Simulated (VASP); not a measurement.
# A VASP study of ZnSe (Stilleite) (PBE): structure first, properties next, part 5 of 5

What structure does ZnSe (Stilleite) take at this level, and what are its properties? The start is a cell from a database of measured crystal structures.

VASP 6.6.1, plane waves and PAW; the level of theory is named at each step.

Still holding for the runs below: Spin-orbit coupling is off here; it would split degenerate levels, and it lifts a valence top of Se p states by about 0.1 eV.

So far, gap on the k-mesh (eV): step 2 (full relaxation (PBE)) 1.15; step 6 (total and projected DOS (PBE)) 1.15; step 7 (independent-particle dielectric function (PBE)) 1.15; step 9 (starting orbitals for the hybrid) 1.13.

## Step 11: Band structure (TB-mBJ)

This step: TB-mBJ; plane waves and PAW (Zn, Se) (VASP 6.6.1).

The mesh alone shows little of the dispersion and can miss band extrema, so KPOINTS_OPT adds a path through the symmetry points after the self-consistent cycle. TB-mBJ is a local potential fitted to gaps: it costs far less than a hybrid but gives no energy.

File INCAR:

```
SYSTEM = ZnSe
PREC = Accurate
ENCUT = 400
EDIFF = 1E-06
NELM = 150
ISMEAR = 0
SIGMA = 0.05
LREAL = .FALSE.
ALGO = Normal
METAGGA = MBJ
LASPH = .TRUE.
NBANDS = 21
LORBIT = 11
LWAVE = .FALSE.
LCHARG = .FALSE.
KPAR = 2
```

File POSCAR:

```
ZnSe
1.0
    0.0000000000      2.8675528976      2.8675528976
    2.8675528976      0.0000000000      2.8675528976
    2.8675528976      2.8675528976      0.0000000000
Zn Se
1 1
Direct
    0.0000000000      0.0000000000      0.0000000000
    0.2500000000      0.2500000000      0.2500000000
```

File KPOINTS:

```
Automatic mesh
0
Gamma
7 7 7
0 0 0
```

File KPOINTS_OPT:

```
Line mode
16
Line-mode
Reciprocal
  0.00000000   0.00000000   0.00000000 GAMMA
  0.50000000   0.00000000   0.50000000 X

  0.50000000   0.00000000   0.50000000 X
  0.50000000   0.25000000   0.75000000 W

  0.50000000   0.25000000   0.75000000 W
  0.37500000   0.37500000   0.75000000 K

  0.37500000   0.37500000   0.75000000 K
  0.00000000   0.00000000   0.00000000 GAMMA

  0.00000000   0.00000000   0.00000000 GAMMA
  0.50000000   0.50000000   0.50000000 L

  0.50000000   0.50000000   0.50000000 L
  0.62500000   0.25000000   0.62500000 U

  0.62500000   0.25000000   0.62500000 U
  0.50000000   0.25000000   0.75000000 W

  0.50000000   0.25000000   0.75000000 W
  0.50000000   0.50000000   0.50000000 L

  0.50000000   0.50000000   0.50000000 L
  0.37500000   0.37500000   0.75000000 K

  0.62500000   0.25000000   0.62500000 U
  0.50000000   0.00000000   0.50000000 X
```

Potentials, in the order of the species: Zn and Se (PBE family, release 64).

Run with:

```
$ mpirun -np 2 vasp_std
```

Output:

```text
[banner, memory and clock lines left out]
running    2 mpi-ranks, on    1 nodes
 distrk:  each k-point on    1 cores,    2 groups
 distr:  one band on    1 cores,    1 groups

 POSCAR found type information on POSCAR ZnSe
 POSCAR found :  2 types and       2 ions
|                                                                             |
|               ----> ADVICE to this user running VASP <----                  |
|                                                                             |
|     You enforced a specific xc type in the INCAR file but a different       |
|     [... a line on the potential file left out ...]
|     I HOPE YOU KNOW WHAT YOU ARE DOING!                                     |
|                                                                             |

 LDA part: xc-table for (None), standard interpolation
 POSCAR, INCAR and KPOINTS ok, starting setup
 FFT: planning ... GRIDC
 FFT: planning ... GRID_SOFT
 FFT: planning ... GRID
 WAVECAR not read
 entering main loop
       N       E                     dE             d eps       ncg     rms          rms(c)
DAV:   1     0.321432573974E+03    0.32143E+03   -0.69039E+03   848   0.791E+02
DAV:   2     0.228831120047E+03   -0.92601E+02   -0.83660E+02   875   0.199E+02
DAV:   3     0.221532641639E+03   -0.72985E+01   -0.72152E+01   991   0.555E+01
DAV:   4     0.221455256295E+03   -0.77385E-01   -0.77358E-01   978   0.577E+00
DAV:   5     0.221455048909E+03   -0.20739E-03   -0.20738E-03   970   0.299E-01    0.899E+00
DAV:   6     0.221676913221E+03    0.22186E+00   -0.12812E+01   990   0.889E+01    0.112E+01
DAV:   7     0.222737728772E+03    0.10608E+01   -0.19454E+00  1014   0.158E+01    0.730E+00
DAV:   8     0.222907906953E+03    0.17018E+00   -0.34952E-01  1004   0.890E+00    0.364E+00
DAV:   9     0.223651134138E+03    0.74323E+00   -0.16633E-01   969   0.528E+00    0.753E-01
DAV:  10     0.223844266112E+03    0.19313E+00   -0.10619E-01   950   0.474E+00    0.103E+00
DAV:  11     0.223975581535E+03    0.13132E+00   -0.82877E-03   970   0.573E-01    0.856E-01
DAV:  12     0.223924674530E+03   -0.50907E-01   -0.44878E-03   945   0.106E+00    0.481E-01
DAV:  13     0.224041116150E+03    0.11644E+00   -0.41620E-03   900   0.350E-01    0.306E-01
DAV:  14     0.224026733175E+03   -0.14383E-01   -0.23629E-03   955   0.363E-01    0.338E-01
DAV:  15     0.223991339443E+03   -0.35394E-01   -0.15444E-03   880   0.197E-01    0.395E-01
DAV:  16     0.224041535894E+03    0.50196E-01   -0.15250E-03   865   0.369E-01    0.208E-01
DAV:  17     0.224064614971E+03    0.23079E-01   -0.90132E-04   915   0.162E-01    0.218E-01
DAV:  18     0.224085932133E+03    0.21317E-01   -0.16652E-04   974   0.196E-01    0.271E-01
DAV:  19     0.224114674809E+03    0.28743E-01   -0.30276E-04   875   0.816E-02    0.158E-01
DAV:  20     0.224142924276E+03    0.28249E-01   -0.23794E-04   968   0.653E-02    0.616E-02
DAV:  21     0.224154008627E+03    0.11084E-01   -0.80893E-05   935   0.579E-02    0.443E-02
DAV:  22     0.224170319941E+03    0.16311E-01   -0.49243E-05   943   0.423E-02    0.382E-02
DAV:  23     0.224170428204E+03    0.10826E-03   -0.24955E-05   970   0.378E-02    0.176E-02
DAV:  24     0.224171513322E+03    0.10851E-02   -0.45642E-06   935   0.145E-02    0.143E-02
DAV:  25     0.224170203181E+03   -0.13101E-02   -0.44047E-07   704   0.559E-03    0.304E-03
DAV:  26     0.224171230890E+03    0.10277E-02   -0.55945E-07   614   0.690E-03    0.498E-03
DAV:  27     0.224170836052E+03   -0.39484E-03   -0.16010E-07   480   0.282E-03    0.767E-04
DAV:  28     0.224170713800E+03   -0.12225E-03   -0.51586E-08   510   0.147E-03    0.540E-04
DAV:  29     0.224170663158E+03   -0.50643E-04   -0.41863E-09   495   0.557E-04    0.679E-04
DAV:  30     0.224171033909E+03    0.37075E-03   -0.36981E-08   495   0.144E-03    0.144E-03
DAV:  31     0.224170810599E+03   -0.22331E-03   -0.29821E-08   480   0.130E-03    0.421E-04
DAV:  32     0.224170754532E+03   -0.56067E-04   -0.18974E-08   495   0.770E-04    0.504E-04
DAV:  33     0.224170800670E+03    0.46139E-04   -0.36621E-09   475   0.380E-04    0.869E-05
DAV:  34     0.224170830820E+03    0.30150E-04   -0.80609E-10   495   0.141E-04    0.669E-05
DAV:  35     0.224170822997E+03   -0.78236E-05   -0.16241E-10   475   0.918E-05    0.466E-05
DAV:  36     0.224170825877E+03    0.28805E-05   -0.22857E-11   495   0.355E-05    0.341E-05
DAV:  37     0.224170837459E+03    0.11581E-04   -0.52327E-11   470   0.450E-05    0.197E-05
DAV:  38     0.224170840748E+03    0.32890E-05   -0.19152E-11   495   0.269E-05    0.123E-05
DAV:  39     0.224170840996E+03    0.24790E-06   -0.21182E-12   465   0.767E-06
   1 F= 0.22417084E+03 E0= 0.22417084E+03  d E =-.152368E-16
 Start KPOINTS_OPT (optional k-point list driver)
k-point batch [1-20\160]
       N       E                     dE             ncg
DAV:   1     0.710557782399E+03   -0.57180E+04      845
DAV:   2    -0.114750818952E+04   -0.18581E+04      883
DAV:   3    -0.129328583773E+04   -0.14578E+03      951
DAV:   4    -0.129472511703E+04   -0.14393E+01     1000
DAV:   5    -0.129472946233E+04   -0.43453E-02      968
DAV:   6    -0.129472949105E+04   -0.28718E-04     1020
DAV:   7    -0.129472949129E+04   -0.24883E-06      788
[...]
k-point batch [141-160\160]
       N       E                     dE             ncg
DAV:   1     0.605608222826E+03   -0.10470E+05      845
DAV:   2    -0.124483586002E+04   -0.18504E+04      860
DAV:   3    -0.138594339923E+04   -0.14111E+03     1079
DAV:   4    -0.138732608148E+04   -0.13827E+01      925
DAV:   5    -0.138733071082E+04   -0.46293E-02      963
DAV:   6    -0.138733074789E+04   -0.37073E-04      935
DAV:   7    -0.138733074828E+04   -0.38072E-06      821
```

It took 27 s on 2 MPI ranks of Intel Xeon 6975P-C (Granite Rapids), shared host; peak memory 0.32 GiB.

From OUTCAR (step 11):

```text
   NELECT =      18.0000    total number of electrons

 E-fermi :   1.8342

 k-point     1 :       0.0000    0.0000    0.0000
  band No.  band energies     occupation
    ...
      5      -4.1301      2.00000
      6      -4.1301      2.00000
      7       1.5582      2.00000
      8       1.5582      2.00000
      9       1.5588      2.00000
     10       4.2028      0.00000
     11       8.2327      0.00000
     12       8.2327      0.00000
     13       8.2410      0.00000
     14      12.8219      0.00000
    ...

  Total      -83.0413830    -83.0413830    -83.0413830      0.0000000      0.0000000     -0.0000000
  in kB    -2821.2452827  -2821.2452827  -2821.2452827      0.0000000      0.0000000     -0.0000000
  external PRESSURE =   -2821.2452827 kB  Pullay stress =       0.0000000 kB

 POSITION                                       TOTAL-FORCE (eV/Angst)
 -----------------------------------------------------------------------------------
      0.00000      0.00000      0.00000         0.000000      0.000000      0.000000
      1.43378      1.43378      1.43378        -0.000000     -0.000000     -0.000000
 -----------------------------------------------------------------------------------
    total drift:                                0.000527      0.000527      0.000527

  FREE ENERGIE OF THE ION-ELECTRON SYSTEM (eV)
  ---------------------------------------------------
  free  energy   TOTEN  =       224.1708409955 eV

  energy  without entropy=      224.1708409955  energy(sigma->0) =      224.17084100

[... 8 parts as in an earlier step ...]

[... 9 further parts left out ...]
```

This functional is a potential without an energy, so its energies, forces and stress mean nothing and are not read.

This step gave:

```yaml
scf_cycles: 39
bands: 21
irreducible_k_points: 20
fermi_energy: 1.834 eV
least_gap_on_mesh_and_path: 2.644 eV
least_direct_gap_on_mesh_and_path: 2.644 eV
```

The electronic bands at the labelled points (eV, zero at the valence-band top; v1 is the highest filled band, c1 the lowest empty one):

```tsv
point	v4	v3	v2	v1	c1	c2	c3	c4
Γ	-5.69	0.00	0.00	0.00	2.64	6.67	6.67	6.68
0.53 of the way	-5.67	-2.53	-1.13	-1.13	4.82	5.01	8.95	8.98
X	-5.55	-4.07	-1.86	-1.86	4.02	4.41	11.53	12.19
0.53 of the way	-5.50	-4.01	-2.14	-2.06	4.90	5.24	9.83	9.84
W	-5.46	-3.95	-2.37	-2.21	6.19	6.31	7.94	8.41
0.47 of the way	-5.48	-3.97	-2.53	-1.86	5.29	6.37	8.58	9.08
K	-5.49	-4.00	-2.62	-1.52	4.57	6.35	9.68	9.93
0.47 of the way	-5.67	-2.96	-1.56	-0.48	4.90	6.91	7.37	7.62
Γ	-5.69	0.00	0.00	0.00	2.64	6.67	6.67	6.68
0.47 of the way	-5.69	-2.32	-0.36	-0.36	3.88	7.20	7.22	7.22
L	-5.58	-4.49	-0.73	-0.73	3.71	7.12	7.12	9.58
0.47 of the way	-5.55	-4.27	-1.72	-1.01	4.70	6.62	7.96	9.17
U	-5.49	-4.00	-2.62	-1.52	4.57	6.35	9.68	9.93
0.47 of the way	-5.48	-3.98	-2.55	-1.79	5.14	6.36	8.74	9.22
W	-5.46	-3.95	-2.37	-2.21	6.19	6.31	7.94	8.41
0.53 of the way	-5.54	-4.21	-1.90	-1.16	5.03	6.40	8.11	9.26
L	-5.58	-4.49	-0.73	-0.73	3.71	7.12	7.12	9.58
0.53 of the way	-5.55	-4.21	-1.93	-1.08	4.80	6.66	8.20	9.02
K	-5.49	-4.00	-2.62	-1.52	4.57	6.35	9.68	9.93
jump to U	-5.49	-4.00	-2.62	-1.52	4.57	6.35	9.68	9.93
0.53 of the way	-5.53	-4.05	-2.14	-1.78	4.24	4.87	10.77	11.32
X	-5.55	-4.07	-1.86	-1.86	4.02	4.41	11.53	12.19
```

Of the projections kept (Zn, Se), the largest for each band there; the rest of the weight can lie on other orbitals:

```tsv
point	v4	v3	v2	v1	c1	c2	c3	c4
Γ	Zn 1.00	Se 0.80	Se 0.80	Se 0.80	Zn 0.54	Zn 0.69	Zn 0.69	Zn 0.69
X	Zn 0.98	Zn 0.55	Se 0.78	Se 0.78	Zn 0.60	Zn 0.65	Se 0.78	Zn 0.52
W	Zn 0.97	Se 0.54	Se 0.69	Se 0.78	Se 0.69	Se 0.51	Zn 0.62	Se 0.53
K	Zn 0.97	Se 0.53	Se 0.72	Se 0.77	Zn 0.63	Se 0.57	Se 0.69	Se 0.55
Γ	Zn 1.00	Se 0.80	Se 0.80	Se 0.80	Zn 0.54	Zn 0.69	Zn 0.69	Zn 0.69
L	Zn 0.98	Se 0.64	Se 0.78	Se 0.78	Zn 0.64	Zn 0.61	Zn 0.61	Se 0.78
```

The gap moves by +1.50 eV against PBE.

## Step 12: Bands along the symmetry lines (PBE), changed input

This step: PBE; plane waves and PAW (Zn, Se) (VASP 6.6.1).

Levels along the symmetry lines show where the bands peak and cross; KPOINTS_OPT computes them in the converged potential. Some settings are moved from the usual, to see what they do.

File INCAR:

```
SYSTEM = ZnSe
PREC = Accurate
ENCUT = 400
EDIFF = 1E-06
NELM = 100
ISMEAR = 0
SIGMA = 0.05
LREAL = .FALSE.
ALGO = Normal
GGA = PE
NBANDS = 33
LORBIT = 11
LWAVE = .FALSE.
LCHARG = .FALSE.
KPAR = 2
NELECT = 17
ISYM = 3
```

POSCAR is that of step 11.

KPOINTS is that of step 11.

KPOINTS_OPT is that of step 11.

Run with:

```
$ mpirun -np 2 vasp_std
```

Output:

```text
[... set-up lines as in an earlier step ...]
 entering main loop
       N       E                     dE             d eps       ncg     rms          rms(c)
DAV:   1     0.981732829605E+02    0.98173E+02   -0.51723E+03  1400   0.458E+02
DAV:   2     0.336956174809E+01   -0.94804E+02   -0.82167E+02  1352   0.145E+02
DAV:   3    -0.644345739152E+01   -0.98130E+01   -0.95188E+01  1592   0.424E+01
DAV:   4    -0.658308417445E+01   -0.13963E+00   -0.13951E+00  1518   0.531E+00
DAV:   5    -0.658336415298E+01   -0.27998E-03   -0.27997E-03  1541   0.226E-01 -----------------------------------------------------------------------------
|                     _     ____    _    _    _____     _                     |
|                    | |   |  _ \  | |  | |  / ____|   | |                    |
|                    | |   | |_) | | |  | | | |  __    | |                    |
|                    |_|   |  _ <  | |  | | | | |_ |   |_|                    |
|                     _    | |_) | | |__| | | |__| |    _                     |
|                    (_)   |____/   \____/   \_____|   (_)                    |
|                                                                             |
|                                                                             |
|     internal error in CHECK_FULL_KPOINTS: KPOINTS_FULL not properly         |
|     initialised                                                             |
|                                                                             |
|     If you are not a developer, you should not encounter this problem.      |
|     Please submit a bug report.                                             |
|                                                                             |
 -----------------------------------------------------------------------------

 -----------------------------------------------------------------------------
|                     _     ____    _    _    _____     _                     |
|                    | |   |  _ \  | |  | |  / ____|   | |                    |
|                    | |   | |_) | | |  | | | |  __    | |                    |
|                    |_|   |  _ <  | |  | | | | |_ |   |_|                    |
|                     _    | |_) | | |__| | | |__| |    _                     |
|                    (_)   |____/   \____/   \_____|   (_)                    |
|                                                                             |
|                                                                             |
|     internal error in CHECK_FULL_KPOINTS: KPOINTS_FULL not properly         |
|     initialised                                                             |
|                                                                             |
|     If you are not a developer, you should not encounter this problem.      |
|     Please submit a bug report.                                             |
|                                                                             |
 -----------------------------------------------------------------------------

1
1
```

The job ended after 4.2 s (2 MPI ranks).

The run ended with an error.

VASP's message: “internal error in CHECK_FULL_KPOINTS: KPOINTS_FULL not properly initialised”. No number of this run is used.

ISYM = 3 is meant for hybrids and fails here together with this job; the default ISYM avoids it.

NELECT differs from the neutral count, so the cell is charged against a uniform background: another system, not a numerical setting.

## Step 13: Results

| Item | Value |
| --- | --- |
| relaxed volume | 23.58 Å³/atom |
| relaxed conventional cell a, b, c | 5.735, 5.735, 5.735 Å |
| space group after relaxing, within 0.02 Å | F-43m (No. 216) |
| band gap | 1.15 eV, direct |
| gap among the points of the DOS mesh alone, an upper bound | 1.15 eV |
| strongest peak of ε2, mean over directions | 5.24 eV |
| ε1 at zero frequency, no local fields, mean | 7.96 |
| band gap (PBE + SOC) | 1.02 eV, direct |
| band gap (HSE06) | 2.28 eV, direct |
| band gap (TB-mBJ) | 2.64 eV, direct |

In words: With PBE, ZnSe (Stilleite) relaxes to 23.58 Å³/atom in space group F-43m (held by the symmetry of the run) and has a direct gap of 1.15 eV (2.28 eV with HSE06). Against the listed cell the volume lies +3.6 %. Not obtained: bands along the symmetry lines (PBE), changed input, because the run crashed. Band structure (PBE): The path shows a direct gap of 1.15 eV (valence top at Γ, conduction bottom at Γ). Band structure (PBE + SOC): On this path the gap is direct, 1.02 eV, with the valence top at Γ and the conduction bottom at Γ. Band structure (HSE06): On this path the gap is direct, 2.28 eV, with the valence top at Γ and the conduction bottom at Γ. Band structure (TB-mBJ): On this path the gap is direct, 2.64 eV, with the valence top at Γ and the conduction bottom at Γ. The other levels ran on the cell relaxed with PBE, and without spin-orbit coupling unless named. LASPH was switched on together with spin-orbit coupling, so shifts put down to the coupling hold both changes. Semilocal functionals usually underestimate gaps. No search among competing phases was made, and a listed structure need not be the one stable at ambient conditions. All values are for a static lattice at zero temperature.

[Lines on the potential files, build, host, timing and source positions are cut from VASP's logs without a mark.]

[Logs are printed without paths, hosts, clocks, repeated set-up lines and the standing remarks that a program may print on its own settings, such as how far it seeks lower states.]

[Hosts, paths, dates, database ids (printed as entryN), source tags and the programs' standing remarks are cut or masked in the printed files.]

[A measured line is paired with the nearest computed mode of its activity, which favours agreement.]
